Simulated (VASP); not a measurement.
# Gap of AlN, level by level, part 2 of 2

How does the gap of AlN depend on the functional? LASPH is on for some levels and off for others; the table marks which. The start is a cell from a database of measured crystal structures.

VASP 6.6.1, plane waves and PAW; the level of theory is named at each step.

So far, least gap on mesh and path (eV): step 2 (bands, level LDA) 4.23; step 4 (bands, level r2SCAN) 4.89; step 5 (bands, level TB-mBJ) 5.37; step 6 (bands, level TPSS) 4.22; step 7 (bands, level LAK) 5.38.

### 8. Starting orbitals for the hybrid

This step: PBE; plane waves and PAW (Al, N) (VASP 6.6.1).

A hybrid converges badly from random orbitals, so a cheap semilocal run writes a WAVECAR on the same mesh first.

INCAR

```
SYSTEM = AlN
PREC = Accurate
ENCUT = 520
EDIFF = 1E-05
NELM = 100
ISMEAR = 0
SIGMA = 0.02
LREAL = .FALSE.
ALGO = Normal
GGA = PE
NBANDS = 14
LORBIT = 11
LWAVE = .TRUE.
LCHARG = .FALSE.
KPAR = 8
```

POSCAR

```
AlN
1.0
    3.1100000000      0.0000000000      0.0000000000
   -1.5550000000      2.6933390058      0.0000000000
    0.0000000000      0.0000000000      4.9800000000
Al N
2 2
Direct
    0.6666666667      0.3333333333      0.0000000000
    0.3333333333      0.6666666667      0.5000000000
    0.6666666667      0.3333333333      0.3820000000
    0.3333333333      0.6666666667      0.8820000000
```

KPOINTS

```
Automatic mesh
0
Gamma
5 5 3
0 0 0
```

The projector-augmented-wave data sets are Al and N (PBE family, release 64).

The run is started by

```
> mpirun -np 8 vasp_std
```

The job ended after 4 s (8 MPI ranks of AMD EPYC 7R43, shared host; peak memory 1 GiB).

The gap is read on the k-mesh alone, so it is an upper bound where the band edges lie off the mesh. At this level the cell is under a pressure of 3.8 GPa, so at these settings it is away from equilibrium.

A gap read on the k-mesh alone can miss the band edges.

This step gave:

| Item | Value |
| --- | --- |
| SCF cycles | 12 |
| bands | 14 |
| free energy (TOTEN) | -29.76 eV |
| Fermi energy | 6.310 eV |
| pressure | 3.789 GPa |
| gap on the k-mesh | 4.212 eV |
| least direct gap on the k-mesh | 4.212 eV |

### 9. Bands with HSE06

This step: HSE06; plane waves and PAW (Al, N) (VASP 6.6.1).

HSE06 mixes in a quarter of exact exchange at short range, at far higher cost; in semiconductors this cures much of the gap error, while metals seldom gain.

INCAR

```
SYSTEM = AlN
PREC = Accurate
ENCUT = 520
EDIFF = 1E-06
NELM = 100
ISMEAR = 0
SIGMA = 0.02
LREAL = .FALSE.
ALGO = Normal
LHFCALC = .TRUE.
AEXX = 0.25
GGA = PE
HFSCREEN = 0.2
LASPH = .TRUE.
NBANDS = 14
PRECFOCK = Fast
LORBIT = 11
LWAVE = .FALSE.
LCHARG = .FALSE.
KPAR = 8
```

POSCAR is that of step 8.

KPOINTS is that of step 8.

KPOINTS_OPT

```
Line mode
6
Line-mode
Reciprocal
  0.00000000   0.00000000   0.00000000 GAMMA
  0.50000000   0.00000000   0.00000000 M

  0.50000000   0.00000000   0.00000000 M
  0.33333333   0.33333333   0.00000000 K

  0.33333333   0.33333333   0.00000000 K
  0.00000000   0.00000000   0.00000000 GAMMA

  0.00000000   0.00000000   0.00000000 GAMMA
  0.00000000   0.00000000   0.50000000 A

  0.00000000   0.00000000   0.50000000 A
  0.50000000   0.00000000   0.50000000 L

  0.50000000   0.00000000   0.50000000 L
  0.33333333   0.33333333   0.50000000 H

  0.33333333   0.33333333   0.50000000 H
  0.00000000   0.00000000   0.50000000 A

  0.50000000   0.00000000   0.50000000 L
  0.50000000   0.00000000   0.00000000 M

  0.33333333   0.33333333   0.00000000 K
  0.33333333   0.33333333   0.50000000 H
```

The run starts from files that an earlier step left in the folder.

The run is started by

```
> mpirun -np 8 vasp_std
```

It took 3.4 min on 8 MPI ranks; peak memory 1.9 GiB.

Electronic bands along the path, in eV, zero at the valence-band top; v1 is the highest filled band, c1 the lowest empty one:

```csv
point,v4,v3,v2,v1,c1,c2,c3,c4
Γ,-0.97,-0.24,-0.24,0.00,5.58,8.15,12.50,12.79
0.60 of the way,-3.26,-1.93,-0.74,-0.57,7.74,8.54,9.49,12.06
M,-3.65,-2.31,-1.90,-0.78,7.19,7.19,9.74,12.10
0.40 of the way,-3.47,-2.99,-1.97,-1.40,6.99,8.18,10.24,11.93
K,-4.12,-2.70,-2.60,-2.60,6.36,9.98,11.38,11.38
0.40 of the way,-4.14,-2.33,-1.37,-0.98,8.12,8.86,10.09,11.20
Γ,-0.97,-0.24,-0.24,0.00,5.58,8.15,12.50,12.79
0.60 of the way,-0.83,-0.83,-0.40,-0.40,6.90,8.30,11.98,12.77
A,-0.62,-0.62,-0.62,-0.62,7.97,7.97,12.02,12.02
0.40 of the way,-1.62,-1.62,-1.00,-1.00,8.32,8.32,10.99,10.99
L,-1.63,-1.63,-1.49,-1.49,6.67,6.67,10.81,10.81
0.60 of the way,-3.33,-3.33,-0.98,-0.98,7.87,7.87,10.52,10.52
H,-4.19,-4.19,-0.89,-0.89,8.93,8.93,9.33,9.33
0.40 of the way,-2.44,-2.44,-1.28,-1.28,8.03,8.03,11.13,11.13
A,-0.62,-0.62,-0.62,-0.62,7.97,7.97,12.02,12.02
jump to L,-1.63,-1.63,-1.49,-1.49,6.67,6.67,10.81,10.81
0.60 of the way,-3.06,-2.19,-1.45,-0.96,6.56,7.28,10.76,11.25
M,-3.65,-2.31,-1.90,-0.78,7.19,7.19,9.74,12.10
jump to K,-4.12,-2.70,-2.60,-2.60,6.36,9.98,11.38,11.38
0.40 of the way,-4.67,-3.04,-1.87,-1.87,6.96,9.88,10.55,10.55
H,-4.19,-4.19,-0.89,-0.89,8.93,8.93,9.33,9.33
```

Of the projections kept (Al, N), the largest for each band there; the rest of the weight can lie on other orbitals:

```csv
point,v4,v3,v2,v1,c1,c2,c3,c4
Γ,N 0.89,N 0.97,N 0.97,N 0.97,N 0.72,Al 0.69,N 0.92,Al 0.98
M,N 0.72,N 0.80,N 0.81,N 0.89,N 0.67,Al 0.80,Al 0.52,N 0.91
K,N 0.64,N 0.84,N 0.77,N 0.77,Al 0.93,N 0.99,N 0.84,N 0.84
Γ,N 0.89,N 0.97,N 0.97,N 0.97,N 0.72,Al 0.69,N 0.92,Al 0.98
A,N 0.93,N 0.93,N 0.93,N 0.93,N 0.67,N 0.67,Al 0.60,Al 0.60
L,N 0.84,N 0.84,N 0.86,N 0.86,Al 0.59,Al 0.59,Al 0.88,Al 0.88
```

The gap is 5.58 eV, direct at Γ. Against LDA that is +1.35 eV; this run took 11 times the core time, on fewer points of the path.

### 10. Dielectric constant for the exchange share

This step: PBE; plane waves and PAW (Al, N) (VASP 6.6.1).

The share of exact exchange of the next level is the inverse of the dielectric constant, which this PBE response run supplies.

INCAR

```
SYSTEM = AlN
PREC = Accurate
ENCUT = 520
EDIFF = 1E-08
NELM = 100
ISMEAR = 0
SIGMA = 0.01
LREAL = .FALSE.
ALGO = Normal
GGA = PE
NBANDS = 14
LORBIT = 11
LWAVE = .FALSE.
LCHARG = .FALSE.
KPAR = 8
LEPSILON = .TRUE.
```

POSCAR is that of step 9.

KPOINTS

```
Automatic mesh
0
Gamma
15 15 8
0 0 0
```

The run is started by

```
> mpirun -np 8 vasp_std
```

Elapsed: 3.4 min, on 8 MPI ranks; peak memory 5.3 GiB.

Energies printed during the response cycles are not total energies of the cell.

This step gave:

- irreducible k-points: 135
- Fermi energy: 6.294 eV
- pressure: 3.862 GPa
- gap on the k-mesh: 4.214 eV
- least direct gap on the k-mesh: 4.214 eV

Electronic dielectric tensor with local fields:

```
4.43 0.00 0.00
0.00 4.43 0.00
0.00 0.00 4.65
```

Born effective charge (e), principal values of the symmetric part by kind of site:

```csv
atom,atoms with these values,low,middle,high,mean
Al1,2,2.52,2.52,2.68,2.57
N3,2,-2.68,-2.52,-2.52,-2.57
```

In full for Al1:

```
2.52 0.00 0.00
0.00 2.52 0.00
0.00 0.00 2.68
```

Piezoelectric tensor with clamped ions (C/m²), by row:

```csv
field,xx,yy,zz,xy,yz,zx
x,0,0,0,0,0,0.3372
y,0,0,0,0,0.3372,0
z,0.2633,0.2633,-0.4031,0,0,0
```

The Born charges sum to zero; the printed set may have that rule imposed, so this is no test. The mean Born charge of N, -2.57 e, lies near its nominal -3, though a dynamic charge doesn't by itself measure how ionic a bond is.

### 11. Bands with PBE-EpsX, ε∞ used 4.5

This step: PBE-EpsX, exact-exchange share 1/4.5; plane waves and PAW (Al, N) (VASP 6.6.1).

Here the share of exact exchange is set to the inverse of the computed dielectric constant, since screening weakens exchange.

INCAR

```
SYSTEM = AlN
PREC = Accurate
ENCUT = 520
EDIFF = 1E-06
NELM = 100
ISMEAR = 0
SIGMA = 0.02
LREAL = .FALSE.
ALGO = Normal
LHFCALC = .TRUE.
AEXX = 0.222
GGA = PE
LASPH = .TRUE.
NBANDS = 14
PRECFOCK = Fast
HFRCUT = -1
LORBIT = 11
LWAVE = .FALSE.
LCHARG = .FALSE.
KPAR = 8
```

POSCAR is that of step 10.

KPOINTS

```
Automatic mesh
0
Gamma
5 5 3
0 0 0
```

KPOINTS_OPT is that of step 9.

The run is started by

```
> mpirun -np 8 vasp_std
```

Elapsed: 3.8 min, on 8 MPI ranks; peak memory 1.2 GiB; 30 min of CPU time.

Electronic bands along the path, in eV, zero at the valence-band top; v1 is the highest filled band, c1 the lowest empty one:

```csv
point,v4,v3,v2,v1,c1,c2,c3,c4
Γ,-0.97,-0.25,-0.25,0.00,6.06,8.64,12.96,13.27
0.60 of the way,-3.25,-1.93,-0.74,-0.57,8.23,9.03,9.97,12.53
M,-3.64,-2.30,-1.90,-0.77,7.68,7.69,10.23,12.56
0.40 of the way,-3.46,-2.97,-1.96,-1.39,7.48,8.66,10.72,12.40
K,-4.11,-2.69,-2.59,-2.59,6.85,10.46,11.85,11.85
0.40 of the way,-4.13,-2.32,-1.35,-0.97,8.61,9.35,10.57,11.68
Γ,-0.97,-0.25,-0.25,0.00,6.06,8.64,12.96,13.27
0.60 of the way,-0.83,-0.83,-0.41,-0.41,7.38,8.79,12.45,13.25
A,-0.62,-0.62,-0.62,-0.62,8.46,8.46,12.50,12.50
0.40 of the way,-1.62,-1.62,-1.00,-1.00,8.81,8.81,11.47,11.47
L,-1.62,-1.62,-1.48,-1.48,7.16,7.16,11.29,11.29
0.60 of the way,-3.32,-3.32,-0.97,-0.97,8.36,8.36,11.00,11.00
H,-4.19,-4.19,-0.88,-0.88,9.42,9.42,9.82,9.82
0.40 of the way,-2.43,-2.43,-1.27,-1.27,8.52,8.52,11.61,11.61
A,-0.62,-0.62,-0.62,-0.62,8.46,8.46,12.50,12.50
jump to L,-1.62,-1.62,-1.48,-1.48,7.16,7.16,11.29,11.29
0.60 of the way,-3.05,-2.18,-1.44,-0.95,7.05,7.77,11.24,11.73
M,-3.64,-2.30,-1.90,-0.77,7.68,7.69,10.23,12.56
jump to K,-4.11,-2.69,-2.59,-2.59,6.85,10.46,11.85,11.85
0.40 of the way,-4.65,-3.04,-1.87,-1.87,7.45,10.37,11.04,11.04
H,-4.19,-4.19,-0.88,-0.88,9.42,9.42,9.82,9.82
```

Of the projections kept (Al, N), the largest for each band there; the rest of the weight can lie on other orbitals:

```csv
point,v4,v3,v2,v1,c1,c2,c3,c4
Γ,N 0.89,N 0.97,N 0.97,N 0.97,N 0.72,Al 0.68,N 0.92,Al 0.98
M,N 0.72,N 0.80,N 0.81,N 0.90,N 0.67,Al 0.80,Al 0.51,N 0.91
K,N 0.64,N 0.84,N 0.77,N 0.77,Al 0.93,N 0.99,N 0.84,N 0.84
Γ,N 0.89,N 0.97,N 0.97,N 0.97,N 0.72,Al 0.68,N 0.92,Al 0.98
A,N 0.93,N 0.93,N 0.93,N 0.93,N 0.67,N 0.67,Al 0.60,Al 0.60
L,N 0.84,N 0.84,N 0.87,N 0.87,Al 0.58,Al 0.58,Al 0.88,Al 0.88
```

The gap is 6.06 eV, direct at Γ. Against LDA that is +1.83 eV; this run took 12 times the core time, on fewer points of the path.

### 12. Bands with HSEsol

This step: HSEsol; plane waves and PAW (Al, N) (VASP 6.6.1).

HSEsol is the screened hybrid built on PBEsol.

Edit INCAR of step 11 so:

```diff
@@ -10,4 +10,5 @@
 LHFCALC = .TRUE.
-AEXX = 0.222
-GGA = PE
+AEXX = 0.25
+GGA = PS
+HFSCREEN = 0.2
 LASPH = .TRUE.
@@ -15,3 +16,2 @@
 PRECFOCK = Fast
-HFRCUT = -1
 LORBIT = 11
```

POSCAR is that of step 11.

KPOINTS is that of step 11.

KPOINTS_OPT is that of step 11.

The run is started by

```
> mpirun -np 8 vasp_std
```

Elapsed: 4.9 min, on 8 MPI ranks; peak memory 1.9 GiB; 39 min of CPU time.

Electronic bands along the path, in eV, zero at the valence-band top; v1 is the highest filled band, c1 the lowest empty one:

```csv
point,v4,v3,v2,v1,c1,c2,c3,c4
Γ,-0.97,-0.24,-0.24,0.00,5.54,8.09,12.42,12.71
0.60 of the way,-3.27,-1.94,-0.74,-0.56,7.67,8.45,9.42,11.99
M,-3.67,-2.32,-1.92,-0.78,7.10,7.10,9.68,12.02
0.40 of the way,-3.49,-3.00,-1.98,-1.41,6.89,8.09,10.17,11.85
K,-4.14,-2.71,-2.61,-2.61,6.25,9.89,11.30,11.30
0.40 of the way,-4.16,-2.34,-1.37,-0.98,8.02,8.79,10.02,11.13
Γ,-0.97,-0.24,-0.24,0.00,5.54,8.09,12.42,12.71
0.60 of the way,-0.83,-0.83,-0.40,-0.40,6.85,8.24,11.91,12.69
A,-0.62,-0.62,-0.62,-0.62,7.92,7.92,11.95,11.95
0.40 of the way,-1.63,-1.63,-1.00,-1.00,8.25,8.25,10.92,10.92
L,-1.63,-1.63,-1.50,-1.50,6.58,6.58,10.72,10.72
0.60 of the way,-3.36,-3.36,-0.98,-0.98,7.79,7.79,10.44,10.44
H,-4.22,-4.22,-0.89,-0.89,8.84,8.84,9.26,9.26
0.40 of the way,-2.46,-2.46,-1.29,-1.29,7.95,7.95,11.05,11.05
A,-0.62,-0.62,-0.62,-0.62,7.92,7.92,11.95,11.95
jump to L,-1.63,-1.63,-1.50,-1.50,6.58,6.58,10.72,10.72
0.60 of the way,-3.08,-2.20,-1.46,-0.96,6.48,7.19,10.69,11.18
M,-3.67,-2.32,-1.92,-0.78,7.10,7.10,9.68,12.02
jump to K,-4.14,-2.71,-2.61,-2.61,6.25,9.89,11.30,11.30
0.40 of the way,-4.69,-3.06,-1.88,-1.88,6.86,9.80,10.48,10.48
H,-4.22,-4.22,-0.89,-0.89,8.84,8.84,9.26,9.26
```

Of the projections kept (Al, N), the largest for each band there; the rest of the weight can lie on other orbitals:

```csv
point,v4,v3,v2,v1,c1,c2,c3,c4
Γ,N 0.89,N 0.97,N 0.97,N 0.97,N 0.72,Al 0.68,N 0.92,Al 0.98
M,N 0.72,N 0.80,N 0.81,N 0.89,N 0.68,Al 0.80,Al 0.52,N 0.91
K,N 0.64,N 0.84,N 0.77,N 0.77,Al 0.93,N 0.99,N 0.84,N 0.84
Γ,N 0.89,N 0.97,N 0.97,N 0.97,N 0.72,Al 0.68,N 0.92,Al 0.98
A,N 0.93,N 0.93,N 0.93,N 0.93,N 0.67,N 0.67,Al 0.60,Al 0.60
L,N 0.84,N 0.84,N 0.86,N 0.86,Al 0.58,Al 0.58,Al 0.88,Al 0.88
```

The gap is 5.54 eV, direct at Γ. Against LDA that is +1.31 eV; this run took 15 times the core time, on fewer points of the path.

### 13. Bands with HSE03

This step: HSE03; plane waves and PAW (Al, N) (VASP 6.6.1).

HSE03, as typed here, screens exact exchange more strongly than HSE06 (HFSCREEN 0.3 against 0.2).

Edit INCAR of step 12 so:

```diff
@@ -11,4 +11,4 @@
 AEXX = 0.25
-GGA = PS
-HFSCREEN = 0.2
+GGA = PE
+HFSCREEN = 0.3
 LASPH = .TRUE.
```

POSCAR is that of step 12.

KPOINTS is that of step 12.

KPOINTS_OPT is that of step 12.

The run is started by

```
> mpirun -np 8 vasp_std
```

It took 4.8 min on 8 MPI ranks; peak memory 2 GiB.

Electronic bands along the path, in eV, zero at the valence-band top; v1 is the highest filled band, c1 the lowest empty one:

```csv
point,v4,v3,v2,v1,c1,c2,c3,c4
Γ,-0.96,-0.24,-0.24,0.00,5.33,7.88,12.19,12.49
0.60 of the way,-3.23,-1.92,-0.73,-0.56,7.47,8.27,9.21,11.76
M,-3.61,-2.29,-1.88,-0.77,6.92,6.93,9.46,11.79
0.40 of the way,-3.44,-2.96,-1.95,-1.39,6.73,7.90,9.95,11.63
K,-4.08,-2.67,-2.57,-2.57,6.11,9.68,11.08,11.08
0.40 of the way,-4.10,-2.31,-1.35,-0.97,7.85,8.58,9.81,10.91
Γ,-0.96,-0.24,-0.24,0.00,5.33,7.88,12.19,12.49
0.60 of the way,-0.82,-0.82,-0.40,-0.40,6.63,8.03,11.68,12.48
A,-0.61,-0.61,-0.61,-0.61,7.70,7.70,11.73,11.73
0.40 of the way,-1.61,-1.61,-0.99,-0.99,8.05,8.05,10.70,10.70
L,-1.61,-1.61,-1.48,-1.48,6.41,6.41,10.52,10.52
0.60 of the way,-3.30,-3.30,-0.98,-0.98,7.60,7.60,10.24,10.24
H,-4.15,-4.15,-0.88,-0.88,8.65,8.65,9.06,9.06
0.40 of the way,-2.42,-2.42,-1.27,-1.27,7.76,7.76,10.84,10.84
A,-0.61,-0.61,-0.61,-0.61,7.70,7.70,11.73,11.73
jump to L,-1.61,-1.61,-1.48,-1.48,6.41,6.41,10.52,10.52
0.60 of the way,-3.03,-2.17,-1.44,-0.95,6.30,7.01,10.47,10.96
M,-3.61,-2.29,-1.88,-0.77,6.92,6.93,9.46,11.79
jump to K,-4.08,-2.67,-2.57,-2.57,6.11,9.68,11.08,11.08
0.40 of the way,-4.62,-3.01,-1.86,-1.86,6.70,9.59,10.26,10.26
H,-4.15,-4.15,-0.88,-0.88,8.65,8.65,9.06,9.06
```

Of the projections kept (Al, N), the largest for each band there; the rest of the weight can lie on other orbitals:

(Unchanged from step 9.)

The gap is 5.33 eV, direct at Γ. Against LDA that is +1.10 eV; this run took 15 times the core time, on fewer points of the path.

### 14. Bands with r2SCANh

This step: r2SCANh; plane waves and PAW (Al, N) (VASP 6.6.1).

r2SCANh replaces a tenth of the r2SCAN exchange by exact exchange.

Edit INCAR of step 13 so:

```diff
@@ -10,5 +10,4 @@
 LHFCALC = .TRUE.
-AEXX = 0.25
-GGA = PE
-HFSCREEN = 0.3
+AEXX = 0.1
+METAGGA = R2SCAN
 LASPH = .TRUE.
@@ -16,2 +15,3 @@
 PRECFOCK = Fast
+HFRCUT = -1
 LORBIT = 11
```

POSCAR is that of step 13.

KPOINTS is that of step 13.

KPOINTS_OPT is that of step 13.

The run is started by

```
> mpirun -np 8 vasp_std
```

Elapsed: 6 min, on 8 MPI ranks; peak memory 1.2 GiB.

The electronic bands at the labelled points (eV, zero at the valence-band top; v1 is the highest filled band, c1 the lowest empty one):

```csv
point,v4,v3,v2,v1,c1,c2,c3,c4
Γ,-0.94,-0.24,-0.24,0.00,5.62,8.27,12.50,12.84
0.60 of the way,-3.15,-1.87,-0.71,-0.55,7.80,8.55,9.54,12.14
M,-3.51,-2.23,-1.83,-0.75,7.20,7.28,9.81,12.12
0.40 of the way,-3.34,-2.87,-1.89,-1.35,7.01,8.23,10.29,11.95
K,-3.94,-2.62,-2.50,-2.50,6.40,9.97,11.40,11.40
0.40 of the way,-3.97,-2.23,-1.32,-0.94,8.13,8.88,10.12,11.27
Γ,-0.94,-0.24,-0.24,0.00,5.62,8.27,12.50,12.84
0.60 of the way,-0.80,-0.80,-0.40,-0.40,6.92,8.39,12.02,12.81
A,-0.60,-0.60,-0.60,-0.60,8.01,8.01,12.13,12.13
0.40 of the way,-1.56,-1.56,-0.97,-0.97,8.35,8.35,11.07,11.07
L,-1.57,-1.57,-1.44,-1.44,6.72,6.72,10.91,10.91
0.60 of the way,-3.22,-3.22,-0.94,-0.94,7.90,7.90,10.58,10.58
H,-4.06,-4.06,-0.85,-0.85,8.93,8.93,9.40,9.40
0.40 of the way,-2.36,-2.36,-1.23,-1.23,8.06,8.06,11.18,11.18
A,-0.60,-0.60,-0.60,-0.60,8.01,8.01,12.13,12.13
jump to L,-1.57,-1.57,-1.44,-1.44,6.72,6.72,10.91,10.91
0.60 of the way,-2.95,-2.11,-1.39,-0.92,6.60,7.35,10.81,11.31
M,-3.51,-2.23,-1.83,-0.75,7.20,7.28,9.81,12.12
jump to K,-3.94,-2.62,-2.50,-2.50,6.40,9.97,11.40,11.40
0.40 of the way,-4.47,-2.95,-1.80,-1.80,6.99,9.87,10.59,10.59
H,-4.06,-4.06,-0.85,-0.85,8.93,8.93,9.40,9.40
```

Of the projections kept (Al, N), the largest for each band there; the rest of the weight can lie on other orbitals:

```csv
point,v4,v3,v2,v1,c1,c2,c3,c4
Γ,N 0.89,N 0.97,N 0.97,N 0.97,N 0.72,Al 0.68,N 0.92,Al 0.98
M,N 0.73,N 0.80,N 0.82,N 0.90,N 0.66,Al 0.79,Al 0.51,N 0.91
K,N 0.66,N 0.84,N 0.78,N 0.78,Al 0.93,N 0.99,N 0.84,N 0.84
Γ,N 0.89,N 0.97,N 0.97,N 0.97,N 0.72,Al 0.68,N 0.92,Al 0.98
A,N 0.93,N 0.93,N 0.93,N 0.93,N 0.68,N 0.68,Al 0.61,Al 0.61
L,N 0.84,N 0.84,N 0.87,N 0.87,Al 0.58,Al 0.58,Al 0.88,Al 0.88
```

The gap is 5.62 eV, direct at Γ. Against LDA that is +1.39 eV; this run took 19 times the core time, on fewer points of the path.

### 15. The ladder as a table

This step: ladder of functionals on one cell; plane waves and PAW (VASP 6.6.1).

Derived from the runs above.

A gap of 0 means none; cost is the wall time of each run, as given at its step, times its ranks, without the set-up around it; LASPH differs between rows, which moves results and costs too. Results by level, by row:

```csv
level,gap (eV),least direct gap (eV),pressure (GPa),cost (core minutes),LASPH
LDA,4.232,4.232,-3.14,2.51,off
PBE,4.213,4.213,3.86,3.6,off
r2SCAN,4.888,4.888,-0.91,9.07,on
TB-mBJ,5.372,5.372,-,5.6,on
TPSS,4.222,4.222,1.99,9.6,on
LAK,5.381,5.382,0.8,10.7,on
HSE06,5.585,5.585,-,26.8,on
PBE-EpsX,6.063,6.064,-,30,on
HSEsol,5.539,5.54,-,38.8,on
HSE03,5.334,5.334,-,38.1,on
r2SCANh,5.619,5.619,-,48,on
```

### 16. Outcome

```
gap, LDA      : 4.23 eV
gap, PBE      : 4.21 eV
gap, r2SCAN   : 4.89 eV
gap, TB-mBJ   : 5.37 eV
gap, TPSS     : 4.22 eV
gap, LAK      : 5.38 eV
gap, HSE06    : 5.58 eV
gap, PBE-EpsX : 6.06 eV
gap, HSEsol   : 5.54 eV
gap, HSE03    : 5.33 eV
gap, r2SCANh  : 5.62 eV
```

What this shows: For AlN the functional decides between a gap of 4.21 eV (PBE) and 6.06 eV (PBE-EpsX), while across these levels the cost spans a factor of 19. HSE06 moves the gap by +1.37 eV from PBE, at about 7.4 times the core time, though on fewer points of the path. On r2SCAN the gap grows with the share of exact exchange: 4.89 eV at none, 5.62 eV at 0.10. TB-mBJ lands -0.21 eV from HSE06 at 21 % of its cost. All levels use one geometry and one mesh, kept coarse to afford the hybrids, so no gap here is fully converged. Costs come from a shared host, and the hybrids use PRECFOCK = Fast. These are single-particle gaps of a static lattice, without excitons or temperature. LASPH is on for some levels and off for others, so differences between them are not the functional's alone.

[Lines on the potential files, build, host, timing and source positions are cut from VASP's logs without a mark.]

[Logs are printed without paths, hosts, clocks, repeated set-up lines and the standing remarks that a program may print on its own settings, such as how far it seeks lower states.]

[Hosts, paths, dates, database ids (printed as entryN), source tags and the programs' standing remarks are cut or masked in the printed files.]

[A measured line is paired with the nearest computed mode of its activity, which favours agreement.]
